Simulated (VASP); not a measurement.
# GaN with AM05: from relaxation to properties, part 6 of 9

What structure and properties does AM05 give GaN, and how near are they to the measured ones? The start is a cell from a database of measured crystal structures.

VASP 6.6.1, plane waves and PAW; the level of theory is named at each step.

So far, gap on the k-mesh (eV): 2.02 in steps 2, 3 and 6. The relaxed cell has a = 3.180, c = 5.177 Å (conventional setting).

The database entry behind the starting cell differs from later determinations by our own check (thin film, about 0.3 % long), so it need not match the best structure at ambient conditions.

## Step 8: Elastic constants (AM05)

Level of this step: AM05; plane waves and PAW (Ga_d, N) (VASP).

IBRION = 6 with ISIF = 3 strains the cell both ways at fixed fractional positions, and adds the ions' share afterwards from the force constants. Stress converges slowly with the basis, so the cutoff is raised.

INCAR

```
SYSTEM = GaN
PREC = Accurate
ENCUT = 560
EDIFF = 1E-07
NELM = 100
ISMEAR = 0
SIGMA = 0.05
LREAL = .FALSE.
ALGO = Normal
GGA = AM
NBANDS = 24
LORBIT = 11
LWAVE = .FALSE.
LCHARG = .FALSE.
KPAR = 4
IBRION = 6
NFREE = 2
POTIM = 0.015
ISIF = 3
NSW = 1
```

POSCAR

```
GaN
1.0
    3.1804015281      0.0000000000      0.0000000000
   -1.5902007640      2.7543085176      0.0000000000
    0.0000000000      0.0000000000      5.1773553217
Ga N
2 2
Direct
    0.6666666667      0.3333333333      0.5915912693
    0.3333333333      0.6666666667      0.0915912693
    0.6666666667      0.3333333333      0.9684087307
    0.3333333333      0.6666666667      0.4684087307
```

KPOINTS

```
Automatic mesh
0
Gamma
8 8 5
0 0 0
```

The projector-augmented-wave data sets are Ga_d and N (PBE family, release 64).

Started as:

```bash
$ mpirun -np 4 vasp_std
```

The program printed:

```text
[... set-up lines as in an earlier step ...]
 entering main loop
       N       E                     dE             d eps       ncg     rms          rms(c)
DAV:   1     0.271823192025E+03    0.27182E+03   -0.18907E+04  1592   0.292E+03
DAV:   2     0.480832327996E+01   -0.26701E+03   -0.25516E+03  1576   0.528E+02
DAV:   3    -0.278690129765E+02   -0.32677E+02   -0.32399E+02  1672   0.146E+02
DAV:   4    -0.289162274454E+02   -0.10472E+01   -0.10452E+01  1864   0.296E+01
DAV:   5    -0.289351274267E+02   -0.18900E-01   -0.18891E-01  1688   0.363E+00    0.102E+01
DAV:   6    -0.253393921173E+02    0.35957E+01   -0.10710E+01  2520   0.519E+01    0.311E+00
DAV:   7    -0.254199724950E+02   -0.80580E-01   -0.14467E+00  1544   0.929E+00    0.267E+00
DAV:   8    -0.254132767629E+02    0.66957E-02   -0.23929E-01  2456   0.699E+00    0.106E+00
DAV:   9    -0.253880365113E+02    0.25240E-01   -0.96495E-02  2472   0.524E+00    0.317E-01
DAV:  10    -0.253890971233E+02   -0.10606E-02   -0.52281E-03  1696   0.714E-01    0.948E-02
DAV:  11    -0.253889270840E+02    0.17004E-03   -0.15666E-03  2248   0.712E-01    0.354E-02
DAV:  12    -0.253889423643E+02   -0.15280E-04   -0.16684E-04  1576   0.979E-02    0.304E-02
DAV:  13    -0.253889442509E+02   -0.18866E-05   -0.79643E-05  2288   0.115E-01    0.257E-02
DAV:  14    -0.253889423354E+02    0.19155E-05   -0.13233E-05  2016   0.354E-02    0.120E-02
DAV:  15    -0.253889422850E+02    0.50447E-07   -0.90135E-07  1864   0.671E-03
   1 F= -.25388942E+02 E0= -.25388942E+02  d E =-.214843E-18
 Found     4 degrees of freedom:
 Adding 6 more for cell shape distortion
 Finite differences POTIM= 0.01500 DOF=  10
 bond charge predicted
       N       E                     dE             d eps       ncg     rms          rms(c)
DAV:   1    -0.254686453541E+02   -0.79703E-01   -0.18605E+00  4120   0.229E+01    0.194E+00
DAV:   2    -0.254034775387E+02    0.65168E-01   -0.23426E-01  4088   0.955E+00    0.996E-01
DAV:   3    -0.253771923730E+02    0.26285E-01   -0.38364E-02  4872   0.417E+00    0.220E-01
DAV:   4    -0.253761151391E+02    0.10772E-02   -0.10464E-02  3176   0.960E-01    0.828E-02
DAV:   5    -0.253760601045E+02    0.55035E-04   -0.64010E-04  3864   0.256E-01    0.571E-02
DAV:   6    -0.253760507114E+02    0.93932E-05   -0.64209E-05  4160   0.792E-02    0.153E-02
DAV:   7    -0.253760446928E+02    0.60186E-05   -0.45154E-05  3656   0.590E-02    0.502E-03
DAV:   8    -0.253760443163E+02    0.37642E-06   -0.31945E-06  3248   0.185E-02    0.372E-03
DAV:   9    -0.253760443698E+02   -0.53510E-07   -0.64466E-07  3776   0.118E-02
   2 F= -.25376044E+02 E0= -.25376044E+02  d E =-.159318E-17
[... from here on, the cycles between the ionic steps are left out ...]
   3 F= -.25376357E+02 E0= -.25376357E+02  d E =-.124077E-14
   4 F= -.25376050E+02 E0= -.25376050E+02  d E =-.778506E-13
   5 F= -.25376396E+02 E0= -.25376396E+02  d E =-.329086E-11
   6 F= -.25375812E+02 E0= -.25375812E+02  d E =-.128401E-12
   7 F= -.25374356E+02 E0= -.25374356E+02  d E =-.425628E-18
   8 F= -.25384132E+02 E0= -.25384132E+02  d E =-.524339E-13
   9 F= -.25384133E+02 E0= -.25384133E+02  d E =-.339277E-13
  10 F= -.25385500E+02 E0= -.25385500E+02  d E =-.128989E-16
  11 F= -.25385503E+02 E0= -.25385503E+02  d E =-.125698E-16
  12 F= -.25385509E+02 E0= -.25385509E+02  d E =-.198742E-16
  13 F= -.25385509E+02 E0= -.25385509E+02  d E =-.194904E-16
  14 F= -.25387499E+02 E0= -.25387499E+02  d E =-.370264E-18
  15 F= -.25387499E+02 E0= -.25387499E+02  d E =-.364703E-18
  16 F= -.25386709E+02 E0= -.25386709E+02  d E =-.289094E-16
  17 F= -.25386800E+02 E0= -.25386800E+02  d E =-.850609E-12
  18 F= -.25387475E+02 E0= -.25387475E+02  d E =-.446364E-18
  19 F= -.25387475E+02 E0= -.25387475E+02  d E =-.438464E-18
  20 F= -.25387026E+02 E0= -.25387026E+02  d E =-.502384E-12
 Finite differences progress:
  Degree of freedom:  10/ 10
  Displacement:        1/  2
  Total:              19/ 20
 bond charge predicted
       N       E                     dE             d eps       ncg     rms          rms(c)
DAV:   1    -0.253841065270E+02    0.29199E-02   -0.31100E+00  2000   0.980E+00    0.201E-01
DAV:   2    -0.253872070414E+02   -0.31005E-02   -0.48558E-02  2488   0.332E+00    0.114E-01
DAV:   3    -0.253869171150E+02    0.28993E-03   -0.29133E-03  2112   0.557E-01    0.403E-02
DAV:   4    -0.253869250183E+02   -0.79033E-05   -0.46797E-04  2408   0.176E-01    0.182E-02
DAV:   5    -0.253869243014E+02    0.71695E-06   -0.23187E-05  2384   0.932E-02    0.111E-02
DAV:   6    -0.253869240677E+02    0.23364E-06   -0.48224E-06  2672   0.229E-02    0.286E-03
DAV:   7    -0.253869241341E+02   -0.66384E-07   -0.65314E-07  2024   0.790E-03
  21 F= -.25386924E+02 E0= -.25386924E+02  d E =-.147341E-16
 Finite differences progress:
  Degree of freedom:  10/ 10
  Displacement:        2/  2
  Total:              20/ 20
```

It took 10 min on 4 MPI ranks of AMD EPYC 7R43, shared host; peak memory 1.3 GiB; 32 min of CPU time.

From OUTCAR (step 8):

```text
   ENCUT  =  560.0 eV  41.16 Ry    6.42 a.u.   6.14  6.14  9.99*2*pi/ulx,y,z

   NELECT =      36.0000    total number of electrons

 E-fermi :   5.5927

 k-point     1 :       0.0000    0.0000    0.0000
  band No.  band energies     occupation
    ...
     14       4.2565      2.00000
     15       4.2565      2.00000
     16       5.2560      2.00000
     17       5.3183      2.00000
     18       5.3183      2.00000
     19       7.3231      0.00000
     20       9.6082      0.00000
     21      14.5112      0.00000
     22      15.1700      0.00000
     23      15.1700      0.00000
    ...

  Total       -0.1143634     -0.1143634      0.1588425     -0.0000000      0.0000000      0.0000000
  in kB       -4.0401289     -4.0401289      5.6114470     -0.0000000      0.0000000      0.0000000
  external PRESSURE =      -0.8229369 kB  Pullay stress =       0.0000000 kB

 POSITION                                       TOTAL-FORCE (eV/Angst)
 -----------------------------------------------------------------------------------
      1.59020      0.91810      3.06288         0.000000      0.000000     -0.105325
     -0.00000      1.83621      0.47420        -0.000000      0.000000     -0.073423
      1.59020      0.91810      4.99880        -0.000000      0.000000      0.270194
     -0.00000      1.83621      2.42512        -0.000000      0.000000     -0.091445
 -----------------------------------------------------------------------------------
    total drift:                               -0.000001     -0.000000      0.001747

  FREE ENERGIE OF THE ION-ELECTRON SYSTEM (eV)
  ---------------------------------------------------
  free  energy   TOTEN  =       -25.3869241341 eV

  energy  without entropy=      -25.3869241341  energy(sigma->0) =      -25.38692413

  SYMMETRIZED ELASTIC MODULI (kBar)
 Direction    XX          YY          ZZ          XY          YZ          ZX
 --------------------------------------------------------------------------------
 XX        3995.9144    940.4116    576.6587      0.0000      0.0000      0.0000
 YY         940.4116   3995.9144    576.6587      0.0000      0.0000      0.0000
 ZZ         576.6587    576.6587   4356.8337      0.0000      0.0000      0.0000
 XY           0.0000      0.0000      0.0000   1527.7514     -0.0000      0.0000
 YZ           0.0000      0.0000      0.0000     -0.0000   1081.2783      0.0000
 ZX           0.0000      0.0000      0.0000      0.0000      0.0000   1081.2784
 --------------------------------------------------------------------------------

   1 f  =   20.322966 THz   127.692963 2PiTHz  677.901188 cm-1    84.048997 meV
             X         Y         Z           dx          dy          dz
      1.590201  0.918103  3.062878    -0.000000    0.000000    0.031311
     -0.000000  1.836206  0.474201    -0.000000    0.000000   -0.031311
      1.590201  0.918103  5.013796    -0.000000    0.000000   -0.706413
     -0.000000  1.836206  2.425118     0.000000   -0.000000    0.706413

   2 f  =   16.386936 THz   102.962157 2PiTHz  546.609355 cm-1    67.770892 meV
             X         Y         Z           dx          dy          dz
      1.590201  0.918103  3.062878     0.118120    0.210601    0.000000
     -0.000000  1.836206  0.474201    -0.118120   -0.210601   -0.000000
      1.590201  0.918103  5.013796     0.325109    0.579654    0.000000
     -0.000000  1.836206  2.425118    -0.325109   -0.579654   -0.000000

   3 f  =   16.386936 THz   102.962157 2PiTHz  546.609355 cm-1    67.770892 meV
             X         Y         Z           dx          dy          dz
      1.590201  0.918103  3.062878    -0.210601    0.118120    0.000000
     -0.000000  1.836206  0.474201     0.210601   -0.118120    0.000000
      1.590201  0.918103  5.013796    -0.579654    0.325109   -0.000000
     -0.000000  1.836206  2.425118     0.579654   -0.325109   -0.000000

   4 f  =   16.110832 THz   101.227340 2PiTHz  537.399495 cm-1    66.629016 meV
[...]
1.590201  0.918103  5.013796    -0.562778    0.315647    0.000000
     -0.000000  1.836206  2.425118    -0.562778    0.315647    0.000000

   6 f  =   15.430283 THz    96.951329 2PiTHz  514.698849 cm-1    63.814495 meV
             X         Y         Z           dx          dy          dz
      1.590201  0.918103  3.062878     0.000000   -0.000000    0.289158
     -0.000000  1.836206  0.474201     0.000000   -0.000000    0.289158
      1.590201  0.918103  5.013796    -0.000000    0.000000   -0.645281
     -0.000000  1.836206  2.425118    -0.000000    0.000000   -0.645281

   7 f  =    9.793632 THz    61.535203 2PiTHz  326.680392 cm-1    40.503188 meV
             X         Y         Z           dx          dy          dz
      1.590201  0.918103  3.062878    -0.000000    0.000000   -0.706413
     -0.000000  1.836206  0.474201     0.000000    0.000000    0.706413
      1.590201  0.918103  5.013796    -0.000000    0.000000   -0.031311
     -0.000000  1.836206  2.425118     0.000000   -0.000000    0.031311

   8 f  =    4.140871 THz    26.017857 2PiTHz  138.124573 cm-1    17.125257 meV
             X         Y         Z           dx          dy          dz
      1.590201  0.918103  3.062878    -0.325111   -0.579653   -0.000000
     -0.000000  1.836206  0.474201     0.325111    0.579653   -0.000000
      1.590201  0.918103  5.013796     0.118120    0.210601   -0.000000
     -0.000000  1.836206  2.425118    -0.118120   -0.210601   -0.000000

   9 f  =    4.140871 THz    26.017857 2PiTHz  138.124573 cm-1    17.125257 meV
             X         Y         Z           dx          dy          dz
      1.590201  0.918103  3.062878     0.579653   -0.325111    0.000000
     -0.000000  1.836206  0.474201    -0.579653    0.325111    0.000000
      1.590201  0.918103  5.013796    -0.210601    0.118120    0.000000
     -0.000000  1.836206  2.425118     0.210601   -0.118120    0.000000

  10 f/i=    0.000065 THz     0.000407 2PiTHz    0.002162 cm-1     0.000268 meV
             X         Y         Z           dx          dy          dz
      1.590201  0.918103  3.062878     0.000000   -0.000000    0.645281
     -0.000000  1.836206  0.474201     0.000000   -0.000000    0.645281
      1.590201  0.918103  5.013796     0.000000   -0.000000    0.289158
     -0.000000  1.836206  2.425118     0.000000   -0.000000    0.289158

  11 f/i=    0.001459 THz     0.009165 2PiTHz    0.048657 cm-1     0.006033 meV
             X         Y         Z           dx          dy          dz
      1.590201  0.918103  3.062878     0.174215   -0.621290   -0.000000
     -0.000000  1.836206  0.474201     0.174215   -0.621290   -0.000000
      1.590201  0.918103  5.013796     0.078088   -0.278478   -0.000000
     -0.000000  1.836206  2.425118     0.078088   -0.278478   -0.000000

  12 f/i=    0.001459 THz     0.009165 2PiTHz    0.048657 cm-1     0.006033 meV
             X         Y         Z           dx          dy          dz
      1.590201  0.918103  3.062878     0.621290    0.174215   -0.000000
     -0.000000  1.836206  0.474201     0.621290    0.174215   -0.000000
      1.590201  0.918103  5.013796     0.278478    0.078088   -0.000000
     -0.000000  1.836206  2.425118     0.278478    0.078088   -0.000000

 ELASTIC MODULI CONTR FROM IONIC RELAXATION (kBar)
 Direction    XX          YY          ZZ          XY          YZ          ZX
 --------------------------------------------------------------------------------
 XX        -580.6576    269.7563    292.3243     -0.0000      0.0000      0.0000
 YY         269.7563   -580.6576    292.3243     -0.0000     -0.0000     -0.0000
 ZZ         292.3243    292.3243   -549.7147      0.0000      0.0000      0.0000
 XY          -0.0000     -0.0000      0.0000   -425.2070      0.0000     -0.0000
 YZ           0.0000     -0.0000      0.0000      0.0000   -149.1665     -0.0000
 ZX           0.0000     -0.0000      0.0000     -0.0000     -0.0000   -149.1664
 --------------------------------------------------------------------------------

 TOTAL ELASTIC MODULI (kBar)
 Direction    XX          YY          ZZ          XY          YZ          ZX
 --------------------------------------------------------------------------------
 XX        3415.2568   1210.1679    868.9830      0.0000      0.0000      0.0000
 YY        1210.1679   3415.2568    868.9830      0.0000     -0.0000     -0.0000
 ZZ         868.9830    868.9830   3807.1190      0.0000      0.0000      0.0000
 XY           0.0000      0.0000      0.0000   1102.5444      0.0000     -0.0000
 YZ           0.0000     -0.0000      0.0000      0.0000    932.1119      0.0000
 ZX           0.0000     -0.0000      0.0000     -0.0000      0.0000    932.1120
 --------------------------------------------------------------------------------

[... 7 parts as in an earlier step ...]

[... 10 further parts left out ...]
```

CONTCAR:

```
GaN
   1.00000000000000
     3.1804015281000000    0.0000000000000000    0.0000000000000000
    -1.5902007640000000    2.7543085176000002    0.0000000000000000
     0.0000000000000000    0.0000000000000000    5.1773553217000003
  Ga              N
     2     2
Direct
     0.6666666667000030    0.3333333332999970    0.5915912692999967
     0.3333333332999970    0.6666666667000030    0.0915912692999967
     0.6666666667000030    0.3333333332999970    0.9655114986060122
     0.3333333332999970    0.6666666667000030    0.4684087306999984
```

The last energy, forces, stress and levels in OUTCAR belong to the last displaced cell, not to the cell of POSCAR.

This step gave:

```yaml
irreducible_k_points: 30
pressure_of_the_cell: -0.07850 GPa
largest_force_of_the_cell: 6.82e-4 eV/Å
mechanically_stable: yes
bulk_modulus_voigt: 183.7 GPa
shear_modulus_voigt: 110.6 GPa
bulk_modulus_hill: 183.7 GPa
shear_modulus_hill: 109.1 GPa
young_s_modulus: 273.3 GPa
poisson_s_ratio: 0.2521
```

Elastic constants with relaxed ions, Voigt order xx yy zz yz xz xy (GPa):

```
341.5 121.0  86.9   0.0   0.0   0.0
121.0 341.5  86.9   0.0   0.0   0.0
 86.9  86.9 380.7   0.0   0.0   0.0
  0.0   0.0   0.0  93.2   0.0   0.0
  0.0   0.0   0.0   0.0  93.2   0.0
  0.0   0.0   0.0   0.0   0.0 110.3
```

Elastic constants with clamped ions, Voigt order xx yy zz yz xz xy (GPa):

```
399.6  94.0  57.7   0.0   0.0   0.0
 94.0 399.6  57.7   0.0   0.0   0.0
 57.7  57.7 435.7   0.0   0.0   0.0
  0.0   0.0   0.0 108.1   0.0   0.0
  0.0   0.0   0.0   0.0 108.1   0.0
  0.0   0.0   0.0   0.0   0.0 152.8
```

B/G is 1.68, which by Pugh's rule of thumb (1.75) points to a brittle solid. With the density of 6.13 g/cm³ the Hill moduli give sound speeds of 7.33 km/s (longitudinal) and 4.22 km/s (transverse), and from their mean a Debye temperature of 621 K.

(Continued in part 7 of 9.)

[Lines on the potential files, build, host, timing and source positions are cut from VASP's logs without a mark.]

[Logs are printed without paths, hosts, clocks, repeated set-up lines and the standing remarks that a program may print on its own settings, such as how far it seeks lower states.]

[Hosts, paths, dates, database ids (printed as entryN), source tags and the programs' standing remarks are cut or masked in the printed files.]

[A measured line is paired with the nearest computed mode of its activity, which favours agreement.]
